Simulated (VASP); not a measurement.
**TiSi2: Si into a neighbouring Si vacancy**

How hard is this move in TiSi2: Si into a neighbouring Si vacancy? Both ends are relaxed first, then a band of images between them. The start is a computed cell from the Materials Project.

Program: VASP 6.6.1. Level of theory: PBEsol; plane waves and PAW (Ti, Si). Results are calculated unless marked as measured.

## (1) The host crystal

Symmetry: Fddd, No. 70, orthorhombic system. The conventional cell has a = 4.779 Å, b = 8.235 Å, c = 8.526 Å, α = 90.00°, β = 90.00°, γ = 90.00°. Nearest to Ti lie 10 Si at 2.55 to 2.78 Å. Si has 5 Si at 2.52 to 2.79 Å and 5 Ti at 2.55 to 2.78 Å nearest. Farther neighbours are not listed.

## (2) Relax the host

The later steps need the crystal at this functional's own lattice; a raised cutoff keeps the stress reliable while the cell changes.

Input file INCAR:

```
SYSTEM = TiSi2
PREC = Accurate
ENCUT = 350
EDIFF = 1E-06
NELM = 120
ISMEAR = 0
SIGMA = 0.1
LREAL = .FALSE.
ALGO = Normal
GGA = PS
NBANDS = 18
LASPH = .TRUE.
LORBIT = 11
LWAVE = .FALSE.
LCHARG = .FALSE.
KPAR = 3
IBRION = 2
NSW = 40
ISIF = 3
EDIFFG = -0.02
POTIM = 0.4
```

Input file POSCAR:

```
TiSi2
1.0
    0.0000000000      4.1175163063      4.2628978354
    2.3895119538      0.0000000000      4.2628978354
    2.3895119538      4.1175163063      0.0000000000
Ti Si
2 4
Direct
    0.7500000000      0.7500000000      0.7500000000
    0.5000000000      0.5000000000      0.5000000000
    0.4125656100      0.0874343900      0.4125656100
    0.0874343900      0.4125656100      0.0874343900
    0.1625656100      0.8374343900      0.1625656100
    0.8374343900      0.1625656100      0.8374343900
```

Input file KPOINTS:

```
Automatic mesh
0
Gamma
5 5 5
0 0 0
```

Potentials, in the order of the species: Ti and Si (PBE family, release 64).

The run is started by

```sh
$ mpirun -np 3 vasp_std
```

Output:

```text
[banner, memory and clock lines left out]
running    3 mpi-ranks, on    1 nodes
 distrk:  each k-point on    1 cores,    3 groups
 distr:  one band on    1 cores,    1 groups

 POSCAR found type information on POSCAR TiSi
 POSCAR found :  2 types and       6 ions
|                                                                             |
|               ----> ADVICE to this user running VASP <----                  |
|                                                                             |
|     You enforced a specific xc type in the INCAR file but a different       |
|     [... a line on the potential file left out ...]
|     I HOPE YOU KNOW WHAT YOU ARE DOING!                                     |
|                                                                             |

 LDA part: xc-table for (Slater+PW92), standard interpolation
 POSCAR, INCAR and KPOINTS ok, starting setup
 FFT: planning ... GRIDC
 FFT: planning ... GRID_SOFT
 FFT: planning ... GRID
 WAVECAR not read
 entering main loop
       N       E                     dE             d eps       ncg     rms          rms(c)
DAV:   1     0.794576582198E+02    0.79458E+02   -0.67991E+03   972   0.843E+02
DAV:   2    -0.358465112311E+02   -0.11530E+03   -0.11240E+03   996   0.202E+02
DAV:   3    -0.469434475704E+02   -0.11097E+02   -0.10772E+02  1392   0.586E+01
DAV:   4    -0.471453553972E+02   -0.20191E+00   -0.20084E+00  1340   0.848E+00
DAV:   5    -0.471475522575E+02   -0.21969E-02   -0.21959E-02  1376   0.984E-01    0.252E+01
DAV:   6    -0.441644539255E+02    0.29831E+01   -0.32758E+01  1440   0.359E+01    0.702E+00
DAV:   7    -0.436759245923E+02    0.48853E+00   -0.68632E+00  1488   0.191E+01    0.756E+00
DAV:   8    -0.435094006061E+02    0.16652E+00   -0.12362E+00  1334   0.850E+00    0.150E+00
DAV:   9    -0.434983342894E+02    0.11066E-01   -0.11260E-01  1350   0.262E+00    0.424E-01
DAV:  10    -0.434976372632E+02    0.69703E-03   -0.75505E-03  1438   0.620E-01    0.164E-01
DAV:  11    -0.434974617423E+02    0.17552E-03   -0.12287E-03  1294   0.265E-01    0.522E-02
DAV:  12    -0.434974606041E+02    0.11382E-05   -0.31853E-05  1400   0.398E-02    0.947E-03
DAV:  13    -0.434974597000E+02    0.90414E-06   -0.48692E-06  1164   0.165E-02
   1 F= -.43497460E+02 E0= -.43490931E+02  d E =-.434975E+02
 curvature:   0.00 expect dE= 0.000E+00 dE for cont linesearch  0.000E+00
 trial: gam= 0.00000 g(F)=  0.526E-05 g(S)=  0.249E-01 ort = 0.000E+00 (trialstep = 0.100E+01)
 search vector abs. value=  0.249E-01
 bond charge predicted
       N       E                     dE             d eps       ncg     rms          rms(c)
DAV:   1    -0.435137904088E+02   -0.16330E-01   -0.39477E-01   990   0.436E+00    0.961E-01
DAV:   2    -0.435095444642E+02    0.42459E-02   -0.10267E-02  1378   0.642E-01    0.574E-01
DAV:   3    -0.435073846206E+02    0.21598E-02   -0.53458E-03  1256   0.477E-01    0.103E-01
DAV:   4    -0.435073126876E+02    0.71933E-04   -0.51726E-04  1322   0.180E-01    0.537E-02
DAV:   5    -0.435073102526E+02    0.24350E-05   -0.79480E-06  1208   0.212E-02    0.465E-02
DAV:   6    -0.435073072797E+02    0.29729E-05   -0.99077E-06  1270   0.175E-02    0.520E-03
DAV:   7    -0.435073071708E+02    0.10894E-06   -0.25393E-06   942   0.126E-02
   2 F= -.43507307E+02 E0= -.43500200E+02  d E =-.984747E-02
[...]
3 F= -.43507816E+02 E0= -.43500779E+02  d E =-.103560E-01
 curvature:  -0.41 expect dE=-0.722E-03 dE for cont linesearch -0.235E-07
 trial: gam= 0.07277 g(F)=  0.761E-05 g(S)=  0.177E-02 ort =-0.379E-04 (trialstep = 0.964E+00)
 search vector abs. value=  0.190E-02
 bond charge predicted
       N       E                     dE             d eps       ncg     rms          rms(c)
DAV:   1    -0.435088363163E+02   -0.10204E-02   -0.27150E-02  1084   0.939E-01    0.152E-01
DAV:   2    -0.435085882754E+02    0.24804E-03   -0.10173E-03  1368   0.226E-01    0.106E-01
DAV:   3    -0.435084673283E+02    0.12095E-03   -0.40528E-04  1434   0.135E-01    0.240E-02
DAV:   4    -0.435084467224E+02    0.20606E-04   -0.11339E-04  1360   0.731E-02    0.518E-03
DAV:   5    -0.435084463523E+02    0.37010E-06   -0.30678E-06  1200   0.130E-02
   4 F= -.43508446E+02 E0= -.43501279E+02  d E =-.630620E-03
 trial-energy change:   -0.000631  1 .order   -0.000649   -0.001709    0.000411
 step:   0.7692(harm=  0.7772)  dis= 0.00022  next Energy=   -43.508488 (dE=-0.672E-03)
 reached required accuracy - stopping structural energy minimisation
```

The job ended after 18 s (3 MPI ranks of AMD EPYC 9R45, shared host; peak memory 0.5 GiB).

Lines that name or quote the potential files are left out of all logs, and their timing lines are given in words.

Parts of OUTCAR (step 2):

```text
ion  position               nearest neighbor table
   1  0.750  0.750  0.750-   6 2.55   5 2.55   6 2.55   5 2.55   3 2.74   3 2.74   4 2.74   4 2.74
                             3 2.78   4 2.78
   2  0.500  0.500  0.500-   4 2.55   3 2.55   4 2.55   3 2.55   5 2.74   5 2.74   6 2.74   6 2.74
                             5 2.78   6 2.78
   3  0.413  0.087  0.413-   6 2.52   6 2.52   2 2.55   2 2.55   4 2.68   1 2.74   1 2.74   1 2.78
                             4 2.79   4 2.79
   4  0.087  0.413  0.087-   5 2.52   5 2.52   2 2.55   2 2.55   3 2.68   1 2.74   1 2.74   1 2.78
                             3 2.79   3 2.79
   5  0.163  0.837  0.163-   4 2.52   4 2.52   1 2.55   1 2.55   6 2.68   2 2.74   2 2.74   2 2.78
                             6 2.79   6 2.79
   6  0.837  0.163  0.837-   3 2.52   3 2.52   1 2.55   1 2.55   5 2.68   2 2.74   2 2.74   2 2.78
                             5 2.79   5 2.79

  LATTYP: Found a face centered orthorhombic cell.
 ALAT       =     4.7790239076
 B/A-ratio  =     1.7231620456
 C/A-ratio  =     1.7840035613

 Subroutine GETGRP returns: Found  8 space group operations
 (whereof  4 operations were pure point group operations)

The static configuration has the point symmetry D_2 .
 The point group associated with its full space group is D_2h.

 Found     27 irreducible k-points:

   k-points           NKPTS =     27   k-points in BZ     NKDIM =     27   number of bands    NBANDS=     18

   dimension x,y,z NGX =    36 NGY =   30 NGZ =   30
   dimension x,y,z NGXF=    72 NGYF=   60 NGZF=   60

   ENCUT  =  350.0 eV  25.72 Ry    5.07 a.u.   9.04  7.45  7.26*2*pi/ulx,y,z

   NELECT =      24.0000    total number of electrons

 k-points in reciprocal lattice and weights: Automatic mesh
   0.00000000  0.00000000  0.00000000       0.008
   0.20000000 -0.00000000 -0.00000000       0.064
   0.40000000  0.00000000  0.00000000       0.064
   0.20000000  0.20000000  0.00000000       0.016
   0.40000000  0.20000000 -0.00000000       0.064
  -0.40000000  0.20000000  0.00000000       0.064
  -0.20000000  0.20000000  0.00000000       0.032
   0.40000000  0.40000000  0.00000000       0.016
  -0.40000000  0.40000000 -0.00000000       0.032
[...]
0.00000000  0.40000000  0.40000000       0.016
  -0.20000000  0.40000000  0.40000000       0.032

 average (electrostatic) potential at core
       1 -20.8509       2 -20.8509       3 -80.8630       4 -80.8630       5 -80.8630
       6 -80.8630

 E-fermi :   7.9626

 k-point     1 :       0.0000    0.0000    0.0000
  band No.  band energies     occupation
    ...
      9       5.7048      2.00000
     10       6.0434      2.00000
     11       6.3008      2.00000
     12       6.7257      2.00000
     13       7.0873      2.00000
     14      10.0812      0.00000
     15      11.2284      0.00000
     16      11.4475      0.00000
     17      11.4625      0.00000
     18      11.5781      0.00000

 k-point     2 :       0.2000   -0.0000   -0.0000
  band No.  band energies     occupation
    ...
      9       6.1285      2.00000
     10       6.2492      2.00000
     11       6.8786      2.00000
     12       6.9161      2.00000
     13       7.3142      2.00000
     14       9.6896      0.00000
     15      10.8653      0.00000
     16      10.9280      0.00000
     17      11.0988      0.00000
     18      11.1755      0.00000

 k-point     3 :       0.4000    0.0000    0.0000
  band No.  band energies     occupation
    ...
      8       5.8505      2.00000
      9       5.9664      2.00000
     10       6.9225      2.00000
     11       7.7403      1.99833
     12       7.9741      0.87116
     13       8.6801      0.00000
     14       9.1996      0.00000
     15      10.0176      0.00000
     16      10.4629      0.00000
     17      10.7264      0.00000
    ...

  Total       -0.0574039      0.0585528     -0.1173750      0.0000000      0.0000000      0.0000000
  in kB       -1.1108296      1.1330619     -2.2713398      0.0000000      0.0000000      0.0000000
  external PRESSURE =      -0.7497025 kB  Pullay stress =       0.0000000 kB

  energy-cutoff  :      350.00
  volume of cell :       82.80
      direct lattice vectors                 reciprocal lattice vectors
     0.000000000  4.079310529  4.275003415    -0.210629401  0.122569732  0.116958971
     2.373837635  0.000000000  4.275003415     0.210629401 -0.122569732  0.116958971
     2.373837635  4.079310529  0.000000000     0.210629401  0.122569732 -0.116958971

 POSITION                                       TOTAL-FORCE (eV/Angst)
 -----------------------------------------------------------------------------------
      3.56076      6.11897      6.41251        -0.000000     -0.000000      0.000000
      2.37384      4.07931      4.27500         0.000000      0.000000     -0.000000
      1.18692      3.36551      2.13750         0.000000     -0.012602     -0.000000
      1.18692      0.71380      2.13750         0.000000      0.012602     -0.000000
      2.37384      1.32585      4.27500         0.000000     -0.012602     -0.000000
      2.37384      6.83277      4.27500         0.000000      0.012602     -0.000000
 -----------------------------------------------------------------------------------
    total drift:                               -0.000000      0.000000      0.000000

  FREE ENERGIE OF THE ION-ELECTRON SYSTEM (eV)
  ---------------------------------------------------
  free  energy   TOTEN  =       -43.5084463523 eV

  energy  without entropy=      -43.4941120921  energy(sigma->0) =      -43.50127922

 reached required accuracy - stopping structural energy minimisation

 total charge
# of ion       s       p       d       tot
------------------------------------------
    1        0.441   0.714   2.790   3.944
    2        0.441   0.714   2.790   3.944
    3        0.769   0.868   0.000   1.637
    4        0.769   0.868   0.000   1.637
    5        0.769   0.868   0.000   1.637
    6        0.769   0.868   0.000   1.637
--------------------------------------------------
tot          3.960   4.897   5.580  14.437

[... 3 further parts left out ...]
```

CONTCAR:

```
TiSi2
   1.00000000000000
     0.0000000000000000    4.0793105286275839    4.2750034151780083
     2.3738376351059243    0.0000000000000000    4.2750034151780083
     2.3738376351059243    4.0793105286275839    0.0000000000000000
  Ti              Si
     2     4
Direct
     0.7500000000000000    0.7500000000000000    0.7500000000000000
     0.5000000000000000    0.5000000000000000    0.5000000000000000
     0.4125092770682277    0.0874907229317723    0.4125092770682277
     0.0874907229317723    0.4125092770682277    0.0874907229317723
     0.1625092770682277    0.8374907229317723    0.1625092770682277
     0.8374907229317723    0.1625092770682277    0.8374907229317723
```

The k-mesh is coarse for a metal. The PAW data sets were made with PBE, which is usual practice but a small mismatch for other functionals. The data set Ti keeps the semicore shell frozen, which is cheaper and a little less accurate. The run keeps the 8 symmetry operations of its start, so it cannot find a distortion of lower symmetry.

The steps of the relaxation:

```tsv
step	energy less that of the first step (eV)	largest force (eV/Å)	pressure (GPa)	volume (Å³)
1	0.0000	0.0058	-1.80	83.88
2	-0.0098	0.0074	0.82	82.37
3	-0.0104	0.0070	0.33	82.64
4	-0.0110	0.0126	-0.07	82.80
```

```tsv
conventional cell, symmetrised	before	after	change
a (Å)	4.779	4.748	-0.7 %
b (Å)	8.235	8.159	-0.9 %
c (Å)	8.526	8.550	+0.3 %
volume (Å³/atom)	13.98	13.80	-1.3 %
```

Final coordinates:

```xyz
6
Lattice="0.0000 4.0793 4.2750 2.3738 0.0000 4.2750 2.3738 4.0793 0.0000" Properties=species:S:1:pos:R:3 pbc="T T T"
Ti    3.5608    6.1190    6.4125
Ti    2.3738    4.0793    4.2750
Si    1.1869    3.3655    2.1375
Si    1.1869    0.7138    2.1375
Si    2.3738    1.3259    4.2750
Si    2.3738    6.8328    4.2750
```

This step gave:

- electronic cycles: 30
- electrons: 24
- free energy (TOTEN): -43.51 eV
- energy at zero smearing: -43.50 eV
- Fermi energy: 7.963 eV
- metallic: yes

The run ended after 4 ionic steps, 0.011 eV below its first step, once forces and stress met EDIFFG = -0.02.

(Continued in part 2 of 4.)

[Lines on the potential files, build, host, timing and source positions are cut from VASP's logs without a mark.]

[Logs are printed without paths, hosts, clocks, repeated set-up lines and the standing remarks that a program may print on its own settings, such as how far it seeks lower states.]

[Hosts, paths, dates, database ids (printed as entryN), source tags and the programs' standing remarks are cut or masked in the printed files.]

[Runs that stopped without an error message from VASP are left out.]
